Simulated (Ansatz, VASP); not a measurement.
Si3Sn: VASP beside Ansatz

The input INCAR:

```
SYSTEM = Si3Sn
ALGO     = Normal         ! electronic algorithm
EDIFF    = 1E-6           ! SCF threshold, eV
ENCUT    = 520            ! plane-wave cutoff, eV
GGA      = PE             ! functional
ISIF     = 2              ! what is computed and relaxed
ISMEAR   = -1             ! smearing method
LASPH    = .TRUE.         ! aspherical terms in the spheres
LCHARG   = .FALSE.        ! write CHGCAR
LREAL    = .FALSE.        ! projectors in reciprocal space
LWAVE    = .FALSE.        ! write WAVECAR
NBANDS   = 21             ! bands
NELM     = 100            ! most SCF steps
PREC     = Accurate       ! precision mode
SIGMA    = 0.02           ! smearing width, eV
```

File KPOINTS:

```
k-points
0
G
  8 8 8
  0 0 0
```

The input POSCAR:

```
Si3Sn
1.0
    2.0239181890      1.1685097112      6.6336726427
   -2.0239181890      1.1685097112      6.6336726427
    0.0000000000     -2.3370194224      6.6336726428
Si Sn
3 1
Direct
    1.0061337068      0.0061337068      0.0061337068
    0.4931881578      0.4931881578      0.4931881578
    0.3753444186      0.3753444186      0.3753444186
    0.8753337168      0.8753337168      0.8753337168
```

Input for Ansatz:

```yaml
crystal:
  lattice:
    - [2.023918189, 1.1685097112, 6.6336726427]
    - [-2.023918189, 1.1685097112, 6.6336726427]
    - [0.0, -2.3370194224, 6.6336726428]
  atoms:
    - { symbol: Si, position: [1.0061337068, 0.0061337068, 0.0061337068] }
    - { symbol: Si, position: [0.4931881578, 0.4931881578, 0.4931881578] }
    - { symbol: Si, position: [0.3753444186, 0.3753444186, 0.3753444186] }
    - { symbol: Sn, position: [0.8753337168, 0.8753337168, 0.8753337168] }
kpoints:
  mp_grid: { grid: [8, 8, 8] }
  band_path:
    path:
      - [[0.0, 0.0, 0.0], [-0.5, -0.5, -0.5], [-0.5, -0.1873521332165, -0.8126478667835]]
      - [[-0.1873521332165, 0.1873521332165, -0.5], [-1.633880016675e-16, -4.107644768924e-16, -0.5], [0.0, 0.0, 0.0], [-2.349878158487e-16, 0.3436760666083, -0.3436760666083]]
      - [[-0.3436760666083, -2.505944988375e-16, -0.6563239333917], [-0.5, -1.606978571678e-16, -0.5], [0.0, 0.0, 0.0]]
    npoints: 10
hamiltonian:
  xc: pbe
scf:
  occupations: { method: fermi_dirac, width: 0.02 }
  n_extra_bands: 5
output:
  forces: true
  stress: true
  eigenvalues: true
  write_density: true
  write_potential: true
  elf: true
  volumetric_format: npy
```

The cell was built by a generator and needn't be a form met in nature.

Alike in both runs: task single point; functional PBE; k mesh 8 × 8 × 8; occupations fermi-dirac, width 0.02 eV; no spin polarisation.

```csv
,VASP,Ansatz
version,VASP 6.6.1,Ansatz 0.2.0
potentials or method,"VASP PAW PBE potentials, release 64 (Si, Sn_d)","plane waves, PAW"
plane-wave cutoff (eV),520,420
valence electrons in the cell,26,26
```

Ansatz gave:

```
pressure (GPa)                                  : 1.5
largest component of the traceless stress (GPa) : 0.11
rms of the force components (eV/Å)              : 0.033
```

**Question.** What did VASP give for the same quantities?

**Answer.** Pressure (GPa): 1.4; largest component of the traceless stress (GPa): 0.11; rms of the force components (eV/Å): 0.030.

Atom by atom the forces differ by 0.003 eV/Å (rms over components).

Caveats: spin-orbit coupling is left out, which moves the levels of the heavy elements.
